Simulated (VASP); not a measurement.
Calculation: revTPSS meta-GGA, VASP's PBE PAW potentials (set 64) (plane waves; VASP).

VASP input:

File POSCAR:
```
GaSb
1
    0.0000000000     3.0500000000     3.0500000000
    3.0500000000     0.0000000000     3.0500000000
    3.0500000000     3.0500000000     0.0000000000
Ga Sb
1 1
Direct
  0.0000000000   0.0000000000   0.0000000000
  0.2500000000   0.2500000000   0.2500000000
```

**INCAR**
```
# general
SYSTEM =GaSb
PREC   =Accurate
ENCUT  =520   # plane-wave cut-off (eV)
LREAL  =.FALSE.   # projection in real space or not
LASPH  =.TRUE.

# electronic loop
EDIFF  =1E-6   # SCF stop (eV)
NELM   =100   # most electronic steps
ALGO   =Normal   # blocked Davidson
LMAXMIX=4   # l cut-off of mixed one-centre charges
LMIXTAU=.TRUE.

# smearing
ISMEAR =0   # Gaussian
SIGMA  =0.05

# functional
METAGGA=RTPSS

# ions
IBRION =2   # conjugate gradients
NSW    =60   # most ionic steps
ISIF   =3   # ions, shape and volume
EDIFFG =-0.01

# output
LWAVE  =.FALSE.
LCHARG =.FALSE.
```

File KPOINTS:
```
Automatic mesh
0
Gamma
7 7 7
0 0 0
```

POTCAR, in this order: Ga_d Sb (PBE.64 set). Program: vasp_std.

Q: What will the output report for the number of irreducible k-points (NKPTS), largest plane-wave count, number of space-group operations, FFT grid (NGX, NGY, NGZ)?

A: 
```
Property                                      Result
--------------------------------------  ------------
number of irreducible k-points (NKPTS)            20
largest plane-wave count                        1541
number of space-group operations                  24
FFT grid (NGX, NGY, NGZ)                32 × 32 × 32
```

The compound is GaSb in the zinc blende structure. This run relaxes it. Symmetry was kept, so distortions that lower it aren't found.
